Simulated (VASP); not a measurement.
**CaO: energy against volume**

CaO (rock salt, Fm-3m, 13.618 Å³/atom and stress up to 0.09 GPa in the relaxed cell, cube axes along x, y and z) under an equal strain ε along all three axes. PBEsol in VASP (plane waves, PAW), 600 eV, 12×12×12 Γ-centred mesh, Gaussian smearing 0.05 eV; ions are relaxed, or left where forces stay under 0.02 eV/Å, within the symmetry of each cell.

Here V stands for volume and E for E less E0.

```
volume (Å³/atom)  E less E0 (meV/atom)  pressure (GPa)
----------------  --------------------  --------------
12.4290                              ?               ?
12.8174                          19.74            7.90
13.0146                          11.07            5.69
13.2138                           4.98            3.63
13.4150                           1.31            1.71
13.6182                           0.00           -0.09
13.8235                           0.90           -1.76
14.0309                           3.87           -3.31
14.2403                           8.87           -4.75
14.4518                          15.75           -6.09
```

The 9 complete rows are fitted with the third-order Birch-Murnaghan form, a cubic in V^(-2/3), E against V. With u = V^(-2/3) - 0.175, the rows have u = 0.007586, 0.005737, 0.003916, 0.002122, 0.000356, -0.001385, -0.003100, -0.004789, -0.006454. Least squares gives E = 0.005 - 142.12·u + 358614·u² + 405574·u³. Residuals (row less fit): -0.001, 0.001, 0.008, -0.012, 0.000, 0.011, -0.010, 0.004, -0.001; standard error 0.010 (degrees of freedom: 5). Its minimum lies at u = 0.000198, so V0 = (0.175198)^(-3/2) = 13.64. There d²E/du² = 717700 and d³E/du³ = 2433000, so B0 = (4/9) × 13.64^(-7/3) × 717700 × 0.160218 = 115 GPa (the last factor turns the table's units into GPa), and B0' = 4 + (2/3) × 0.175198 × (2433000)/717700 = 4.4. B0' rests on the cubic coefficient alone and has a standard error of 0.1 from these residuals.

What does the fit predict for E at V = 12.4290, and how far is the calculated value from it?

u = 0.011370, so E = 0.005 - 142.12 × 0.011370 + 358614 × 0.011370² + 405574 × 0.011370³ = 45.346 meV/atom. The calculation gives 45.37 meV/atom, 0.024 meV/atom above the prediction (0.1 % of the range of E in the table). The row lies outside the fitted rows, so this is an extrapolation. From the scatter of the fitted rows alone, a prediction at this place has a standard error of 0.046 meV/atom, so the miss is 0.5 times that.

Other structures, which can take over under pressure, weren't tried. The same form fitted to the pressure column gives B0' = 4.4; series where the two differ by over 0.4 aren't shown. Rows are the converged runs of the series near zero and its far end, less any whose ions stayed unrelaxed beside relaxed ones; series whose fitted rows scatter by over a few per cent of the range, as at a crossing or softening among them, aren't shown in this form.
